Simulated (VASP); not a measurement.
Consider the following.

```
CdTe
1.0
    0.00000     3.20001     3.20001
    3.20001     0.00000     3.20001
    3.20001     3.20001     0.00000
Cd Te
1 1
Direct
  0.00000   0.00000   0.00000
  0.25000   0.25000   0.25000
```

Level of theory: PBE GGA with D3 dispersion (zero damping), VASP's PBE PAW potentials (set 64) (plane waves; VASP). Run with 520 eV cut-off, 7×7×7 Γ-centred mesh, Gaussian smearing of 0.050 eV, potentials Cd Te.

Unless said otherwise, spin-orbit coupling is left out, though it shifts the bands of the heavy elements here.

### Question
What does the run give for the energy per atom (σ→0), pressure, band gap (on the k-mesh) with the smallest direct gap where there is one?

### Answer

- band gap (on the k-mesh): 0.89 eV
- smallest direct gap (on the k-mesh): 0.89 eV
- energy per atom (σ→0): -2.642 eV/atom
- pressure: 2.83 GPa

Total energies compare only between runs with the same potentials, cut-off and functional.

The compound is CdTe in the zinc blende structure. This cell is one point of a volume scan, at 0.94 of the reference volume.
